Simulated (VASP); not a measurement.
SrCl2 (fluorite):

```xyz
3
Lattice="0.0000 3.4900 3.4900 3.4900 0.0000 3.4900 3.4900 3.4900 0.0000" Properties=species:S:1:pos:R:3 pbc="T T T"
Sr     0.0000     0.0000     0.0000
Cl     1.7450     1.7450     1.7450
Cl     5.2350     5.2350     5.2350
```

The lowest empty band near Γ, direction [110], from PBE with spin-orbit coupling in VASP (PAW); its two spin partners are averaged. The gap over the points computed is 5.33 eV, and the next band on that side lies 0.77 eV away at the edge.

Settings: 400 eV cut-off, 6×6×6 Γ-centred mesh, Gaussian smearing of 0.050 eV, potentials Sr_sv Cl.

| distance from the edge in k (1/Å) | distance in energy (meV) |
|---|---|
| 0.018 | 3.3 |
| 0.025 | 6.3 |
| 0.035 | 12.2 |
| 0.050 | 24.8 |
| 0.070 | 48.3 |

Question: Fit E(1 + αE) = ħ²k²/2m* (ħ²/2m0 = 3.810 eV Å²) and predict the row at 0.095 1/Å.

Answer: The rows don't resolve α, so a parabola serves: the electron mass is m* = 0.386 m0, and so 89.1 meV. The run gave 88.0 meV, -1.1 meV from the fit.

Left out are points under 3 meV from the edge, since the levels carry 0.1 meV, and points farther than half the way to the next band.

The compound is SrCl2 in the fluorite structure. The cell was not relaxed at this level.
